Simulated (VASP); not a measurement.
Crystal: Nb3B5.

```
CELL_PARAMETERS angstrom
5.40000 0.00000 0.00000
-2.70000 4.67654 0.00000
0.00000 0.00000 3.30000
ATOMIC_POSITIONS crystal
Nb 0.66670 0.66670 0.50000
Nb 0.33330 0.00000 0.50000
Nb 0.00000 0.33330 0.50000
B 0.00000 0.66670 0.00000
B 0.33333 0.66667 0.00000
B 0.33330 0.33330 0.00000
B 0.66667 0.33333 0.00000
B 0.66670 0.00000 0.00000
```

The cell was built by a generator and needn't be a form met in nature.

- Program: VASP 6.6.1
- Task: relaxation of cell and atoms
- Functional: PBE
- Potentials or basis: VASP PAW PBE potentials, release 64 (Nb_sv, B)
- Cutoff: 520 eV
- k mesh: 4 × 4 × 5
- Occupations: gaussian, width 0.15 eV
- Spin: no spin polarisation

At the start: pressure -6.0 GPa; volume 10.42 Å³/atom.

Q: How do energy, volume and symmetry change on relaxing?

A: Over 6 steps the energy falls by 17.6 meV/atom and the volume is 10.18 Å³/atom (-2.3 %); space group P-62m (No. 189, to 0.05 Å).

Step by step:
| step | energy change (eV) | largest force (eV/Å) | pressure (GPa) | volume (Å³) |
| --- | --- | --- | --- | --- |
| 1 | 0.0000 | 0.4720 | -5.99 | 83.34 |
| 2 | -0.0508 | 0.2683 | 8.95 | 78.71 |
| 3 | -0.0924 | 0.3465 | 2.67 | 80.46 |
| 4 | -0.1310 | 0.2680 | 0.76 | 80.96 |
| 5 | -0.1325 | 0.2570 | 0.45 | 81.06 |
| 6 | -0.1411 | 0.0589 | -0.49 | 81.45 |

Final structure:
```
Nb B
1.0
     5.40347    0.00000    0.00000
    -2.70174    4.67954    0.00000
     0.00000    0.00000    3.22105
Nb B
3 5
Direct
  0.67360 0.67360 0.50000
  0.32640 0.00000 0.50000
  0.00000 0.32640 0.50000
  0.00000 0.65661 0.00000
  0.33333 0.66667 0.00000
  0.34339 0.34339 0.00000
  0.66667 0.33333 0.00000
  0.65661 0.00000 0.00000
```

Caveat: the k mesh is coarse (spacing up to 0.38 Å⁻¹), so the values aren't converged.
